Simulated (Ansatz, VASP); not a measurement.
# Cross-check of PtF2 between VASP and Ansatz

One calculation is typed for both programs; each brings its own data sets. How far apart do they land? The two relaxations start from unlike cells of this crystal (the structure described is Ansatz's start), so only their ends are compared.

Main program and level: Ansatz 0.2.0; plane waves, with VASP 6.6.1 beside it; relaxation of cell and atoms at PBE.

The structure was built from a prototype and need not be the compound's stable phase.

## 1. The structure

It takes space group Pnnm (No. 58, orthorhombic). The conventional cell has a = 2.866 Å, b = 8.538 Å, c = 2.614 Å, α = 90.00°, β = 90.00°, γ = 90.00°. Pt has 4 F at 1.76 Å nearest. Nearest to F lie 2 Pt at 1.76 Å. As first built, before any earlier steps moved the atoms (in the runner's words): all Cl replaced by F in the Pnnm structure of PtCl2. Farther neighbours and most contacts between anions are not listed.

## 2. VASP: relaxation of cell and atoms, PBE

The relaxed volume is the usual yardstick between codes: in a stiff, nearly cubic crystal its relative difference is about their pressure difference at one cell divided by the bulk modulus.

Lines of VASP's logs that name or quote its potential files are left out, and so is its time.

INCAR reads:

```
SYSTEM = PtF2
PREC = Accurate
ENCUT = 600
EDIFF = 1E-07
NELM = 120
ISMEAR = -1
SIGMA = 0.05
LREAL = .FALSE.
ALGO = Normal
GGA = PE
NBANDS = 30
LASPH = .TRUE.
LORBIT = 11
LWAVE = .FALSE.
LCHARG = .FALSE.
ISIF = 3
IBRION = 2
NSW = 80
EDIFFG = -0.005
GGA_COMPAT = .FALSE.
NELMIN = 4
KPAR = 2
```

POSCAR reads:

```
PtF2
1.0
    2.8732408159      0.0000000000      0.0000000000
    0.0000000000      9.3622156892      0.0000000000
    0.0000000000      0.0000000000      3.2242025315
Pt F
2 4
Direct
    0.5000000000      0.5000000586      0.0000000000
    0.0000000000      0.0000000000      0.4999998087
    0.5001305240      0.3652175236      0.4999998087
    0.0001305240      0.1347825349      0.0000000000
    0.4998694760      0.6347824764      0.4999998087
    0.9998694760      0.8652174651      0.0000000000
```

KPOINTS reads:

```
Automatic mesh
0
Gamma
8 3 9
0 0 0
```

PAW data sets: Pt and F (PBE family, release 64).

Launch:

```
mpirun -np 2 vasp_std
```

Numbers of over 12 decimals in the logs are rounded to 6 here.

The program printed:

```text
[banner, memory and clock lines left out]
running    2 mpi-ranks, on    1 nodes
 distrk:  each k-point on    1 cores,    2 groups
 distr:  one band on    1 cores,    1 groups

 POSCAR found type information on POSCAR PtF
 POSCAR found :  2 types and       6 ions
 LDA part: xc-table for (Slater+PW92), standard interpolation
 POSCAR, INCAR and KPOINTS ok, starting setup
 FFT: planning ... GRIDC
 FFT: planning ... GRID_SOFT
 FFT: planning ... GRID
 WAVECAR not read
 entering main loop
       N       E                     dE             d eps       ncg     rms          rms(c)
DAV:   1     0.376729055894E+03    0.37673E+03   -0.28879E+04  3000   0.172E+03
DAV:   2    -0.764414839590E+01   -0.38437E+03   -0.36461E+03  3462   0.377E+02
DAV:   3    -0.285221988234E+02   -0.20878E+02   -0.20595E+02  3410   0.909E+01
DAV:   4    -0.287361816513E+02   -0.21398E+00   -0.21381E+00  3204   0.994E+00
DAV:   5    -0.287389449404E+02   -0.27633E-02   -0.27627E-02  3356   0.108E+00    0.264E+01
DAV:   6    -0.249653389271E+02    0.37736E+01   -0.14629E+01  3192   0.317E+01    0.163E+01
DAV:   7    -0.247093997641E+02    0.25594E+00   -0.17483E+00  3170   0.133E+01    0.105E+01
DAV:   8    -0.246641414612E+02    0.45258E-01   -0.34490E-01  3240   0.518E+00    0.200E+00
DAV:   9    -0.246472841411E+02    0.16857E-01   -0.73514E-02  3120   0.194E+00    0.351E-01
DAV:  10    -0.246469463876E+02    0.33775E-03   -0.41873E-03  3198   0.499E-01    0.271E-01
DAV:  11    -0.246468982079E+02    0.48180E-04   -0.85158E-04  3198   0.200E-01    0.108E-01
DAV:  12    -0.246469196494E+02   -0.21441E-04   -0.29892E-05  3150   0.466E-02    0.159E-02
DAV:  13    -0.246469193546E+02    0.29482E-06   -0.13308E-05  3312   0.246E-02    0.621E-03
DAV:  14    -0.246469197537E+02   -0.39915E-06   -0.70513E-07  3126   0.642E-03    0.207E-03
DAV:  15    -0.246469197461E+02    0.75815E-08   -0.54887E-08  1854   0.169E-03
   1 F= -.24646920E+02 E0= -.24631164E+02  d E =-.246469E+02
[... from here on, the cycles between the ionic steps are left out ...]
   2 F= -.24644909E+02 E0= -.24628143E+02  d E =0.201038E-02
   3 F= -.24653100E+02 E0= -.24637115E+02  d E =-.618073E-02
  12 F= -.24660252E+02 E0= -.24644165E+02  d E =-.318617E-03
  13 F= -.24660699E+02 E0= -.24644577E+02  d E =-.765447E-03
  14 F= -.24661390E+02 E0= -.24645195E+02  d E =-.145649E-02
  15 F= -.24662157E+02 E0= -.24645812E+02  d E =-.222311E-02
  16 F= -.24662226E+02 E0= -.24645816E+02  d E =-.229246E-02
  17 F= -.24662257E+02 E0= -.24645848E+02  d E =-.302252E-04
  18 F= -.24662334E+02 E0= -.24645929E+02  d E =-.107758E-03
  19 F= -.24662432E+02 E0= -.24646034E+02  d E =-.205454E-03
  20 F= -.24662407E+02 E0= -.24646026E+02  d E =-.180290E-03
 curvature:  12.65 expect dE= 0.101E-02 dE for cont linesearch  0.138E-03
 ZBRENT: bracketing found
 ZBRENT: interpolating
 opt :   2.1191  next Energy=   -24.662452 (dE=-0.225E-03)
 bond charge predicted
       N       E                     dE             d eps       ncg     rms          rms(c)
DAV:   1    -0.246670882705E+02   -0.46816E-02   -0.46732E-01  3000   0.499E+00    0.560E-01
DAV:   2    -0.246629127636E+02    0.41755E-02   -0.19414E-02  3000   0.978E-01    0.138E-01
DAV:   3    -0.246624787166E+02    0.43405E-03   -0.10960E-03  3156   0.300E-01    0.903E-02
DAV:   4    -0.246624560489E+02    0.22668E-04   -0.92202E-05  3228   0.684E-02    0.549E-02
DAV:   5    -0.246624528291E+02    0.32199E-05   -0.24179E-05  3208   0.394E-02    0.512E-03
DAV:   6    -0.246624536945E+02   -0.86547E-06   -0.21605E-06  3120   0.102E-02    0.341E-03
DAV:   7    -0.246624545835E+02   -0.88891E-06   -0.36321E-07  2714   0.420E-03    0.781E-04
DAV:   8    -0.246624546075E+02   -0.24046E-07   -0.33813E-08  1566   0.143E-03
  21 F= -.24662455E+02 E0= -.24646062E+02  d E =-.228260E-03
 curvature:  -1.82 expect dE=-0.124E-04 dE for cont linesearch -0.201E-07
 trial: gam= 0.04185 g(F)=  0.948E-06 g(S)=  0.586E-05 ort = 0.351E-05 (trialstep = 0.542E+00)
 search vector abs. value=  0.907E-05
 reached required accuracy - stopping structural energy minimisation
```

From OUTCAR (step 2):

```text
ion  position               nearest neighbor table
   1  0.500  0.500  0.000-   5 2.05   3 2.05   5 2.05   3 2.05
   2  0.000  0.000  0.500-   4 2.05   6 2.05   4 2.05   6 2.05
   3  0.500  0.365  0.500-   1 2.05   1 2.05
   4  0.000  0.135  0.000-   2 2.05   2 2.05
   5  0.500  0.635  0.500-   1 2.05   1 2.05
   6  1.000  0.865  0.000-   2 2.05   2 2.05

  LATTYP: Found a simple orthorhombic cell.
 ALAT       =     2.8732408159
 B/A-ratio  =     1.1221483816
 C/A-ratio  =     3.2584166414

 Subroutine GETGRP returns: Found  8 space group operations
 (whereof  4 operations were pure point group operations)

The static configuration has the point symmetry C_2h.
 The point group associated with its full space group is D_2h.

 Found     50 irreducible k-points:

   k-points           NKPTS =     50   k-points in BZ     NKDIM =     50   number of bands    NBANDS=     30

   dimension x,y,z NGX =    24 NGY =   80 NGZ =   28
   dimension x,y,z NGXF=    48 NGYF=  160 NGZF=   56

   ENCUT  =  600.0 eV  44.10 Ry    6.64 a.u.   5.74 18.70  6.44*2*pi/ulx,y,z

   NELECT =      48.0000    total number of electrons

 k-points in reciprocal lattice and weights: Automatic mesh
   0.00000000  0.00000000  0.00000000       0.005
   0.12500000  0.00000000  0.00000000       0.009
   0.25000000  0.00000000  0.00000000       0.009
   0.37500000  0.00000000  0.00000000       0.009
   0.50000000  0.00000000  0.00000000       0.005
   0.00000000  0.33333333  0.00000000       0.009
   0.12500000  0.33333333  0.00000000       0.019
   0.25000000  0.33333333  0.00000000       0.019
   0.37500000  0.33333333  0.00000000       0.019
[...]
0.37500000  0.33333333  0.44444444       0.037
   0.50000000  0.33333333  0.44444444       0.019

 average (electrostatic) potential at core
       1 -71.6559       2 -71.6558       3 -78.0338       4 -78.0338       5 -78.0338
       6 -78.0338

 E-fermi :   2.5772

 k-point     1 :       0.0000    0.0000    0.0000
  band No.  band energies     occupation
    ...
     20       0.6124      2.00000
     21       1.1942      2.00000
     22       1.1948      2.00000
     23       1.9721      1.99999
     24       1.9776      1.99999
     25       3.8890      0.00000
     26       3.9784      0.00000
     27       4.3149      0.00000
     28       5.4549      0.00000
     29       7.6407      0.00000
    ...

 k-point     2 :       0.1250    0.0000    0.0000
  band No.  band energies     occupation
    ...
     20       0.6626      2.00000
     21       0.9623      2.00000
     22       0.9633      2.00000
     23       1.7738      2.00000
     24       1.7753      2.00000
     25       3.9012      0.00000
     26       3.9835      0.00000
     27       4.4999      0.00000
     28       5.5358      0.00000
     29       8.1454      0.00000
    ...

 k-point     3 :       0.2500    0.0000    0.0000
  band No.  band energies     occupation
    ...
     20       0.4450      2.00000
     21       0.7748      2.00000
     22       0.9113      2.00000
     23       1.3607      2.00000
     24       1.3678      2.00000
     25       3.9322      0.00000
     26       3.9947      0.00000
     27       4.9910      0.00000
     28       5.7541      0.00000
     29       9.3762      0.00000
    ...

  Total        0.0109384      0.0097815      0.0226613     -0.0000000      0.0000000      0.0000000
  in kB        0.1921940      0.1718659      0.3981710     -0.0000000      0.0000000      0.0000000
  external PRESSURE =       0.2540770 kB  Pullay stress =       0.0000000 kB

  energy-cutoff  :      600.00
  volume of cell :       91.19
      direct lattice vectors                 reciprocal lattice vectors
     2.874705871 -0.000000000  0.000000000     0.347861675  0.000000000  0.000000000
    -0.000000000  9.732564469  0.000000000     0.000000000  0.102747842  0.000000000
     0.000000000  0.000000000  3.259152206     0.000000000  0.000000000  0.306828260

 POSITION                                       TOTAL-FORCE (eV/Angst)
 -----------------------------------------------------------------------------------
      1.43735      4.86628      0.00000         0.000000      0.000000      0.000000
      0.00000      0.00000      1.62958         0.000000      0.000000      0.000000
      1.43744      3.61664      1.62958        -0.000040     -0.002216      0.000000
      0.00008      1.24965      0.00000        -0.000040      0.002216      0.000000
      1.43727      6.11593      1.62958         0.000040      0.002216      0.000000
      2.87462      8.48292      0.00000         0.000040     -0.002216      0.000000
 -----------------------------------------------------------------------------------
    total drift:                               -0.000000     -0.000208      0.000000

  FREE ENERGIE OF THE ION-ELECTRON SYSTEM (eV)
  ---------------------------------------------------
  free  energy   TOTEN  =       -24.6624546075 eV

  energy  without entropy=      -24.6296702687  energy(sigma->0) =      -24.64606244

 reached required accuracy - stopping structural energy minimisation

 total charge
# of ion       s       p       d       tot
------------------------------------------
    1        0.541   0.439   7.949   8.929
    2        0.541   0.439   7.949   8.929
    3        1.740   4.280   0.000   6.020
    4        1.740   4.280   0.000   6.020
    5        1.740   4.280   0.000   6.020
    6        1.740   4.280   0.000   6.020
--------------------------------------------------
tot          8.043  17.998  15.898  41.940

[... 3 further parts left out ...]
```

CONTCAR:

```
PtF2
   1.00000000000000
     2.8747058708334379   -0.0000000000000000    0.0000000000000000
    -0.0000000000000000    9.7325644685050179    0.0000000000000000
     0.0000000000000000    0.0000000000000000    3.2591522058393121
  Pt              F
     2     4
Direct
     0.5000000000000000    0.5000000586000013    0.0000000000000000
     0.0000000000000000    0.0000000000000000    0.4999998086999966
     0.5000293178742845    0.3716014978497600    0.4999998086999966
     0.0000293178742845    0.1283985606502396    0.0000000000000000
     0.4999706821257157    0.6283985021502402    0.4999998086999966
     0.9999706821257155    0.8716014393497603    0.0000000000000000
```

(Continued in part 2 of 2.)

[Lines on the potential files, build, host, timing and source positions are cut from VASP's logs without a mark.]

[Logs are printed without paths, hosts, clocks, repeated set-up lines and the standing remarks that a program may print on its own settings, such as how far it seeks lower states.]

[Hosts, paths, dates, database ids (printed as entryN), source tags and the programs' standing remarks are cut or masked in the printed files.]
